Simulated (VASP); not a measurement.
A run of VASP 6.6.1 is set up as follows.

File INCAR:

```
SYSTEM = Al
PREC     = Accurate       ! precision mode
ENCUT    = 520            ! plane-wave cutoff, eV
EDIFF    = 0.05           ! SCF threshold, eV
ISMEAR   = 0              ! smearing method
SIGMA    = 0.1            ! smearing width, eV
LREAL    = .FALSE.        ! projectors in reciprocal space
LASPH    = .TRUE.         ! aspherical terms in the spheres
NELM     = 60             ! most SCF steps
ALGO     = Normal         ! electronic algorithm
ISIF     = 3              ! what is computed and relaxed
LWAVE    = .FALSE.        ! write WAVECAR
LCHARG   = .FALSE.        ! write CHGCAR
GGA      = PE             ! functional
IBRION   = 2              ! ionic algorithm
NSW      = 80             ! ionic steps
EDIFFG   = -0.002         ! ionic threshold
```

File KPOINTS:

```
Automatic mesh
0
G
  18 18 18
  0 0 0
```

File POSCAR:

```
Al                                      
1.0
    0.0000000000      2.0204662720      2.0204662720
    2.0204662720      0.0000000000      2.0204662720
    2.0204662720      2.0204662720     -0.0000000000
  Al            
     1
Direct
     0.0000000000000000    0.0000000000000000    0.0000000000000000
```

Potentials or basis: VASP PAW PBE potentials, release 64 (Al).

The run is started by

```bash
$ cat potpaw_PBE.64/Al/POTCAR > POTCAR
$ mpirun -np 1 vasp_std > vasp.out
```

**Question.** Estimate the band gap on the k mesh.

**Answer.** None (metal or under the smearing width).

**Question.** Estimate the relaxed volume.

**Answer.** 16.49 Å³/atom.

**Question.** What does it give for the relaxed cell?

**Answer.** a = 2.857 Å, b = 2.857 Å, c = 2.857 Å, α = 60.00°, β = 60.00°, γ = 60.00°.

Final structure:
```xyz
1
Lattice="0.0000 2.0202 2.0202 2.0202 0.0000 2.0202 2.0202 2.0202 0.0000" Properties=species:S:1:pos:R:3 pbc="T T T"
Al    0.0000    0.0000    0.0000
```
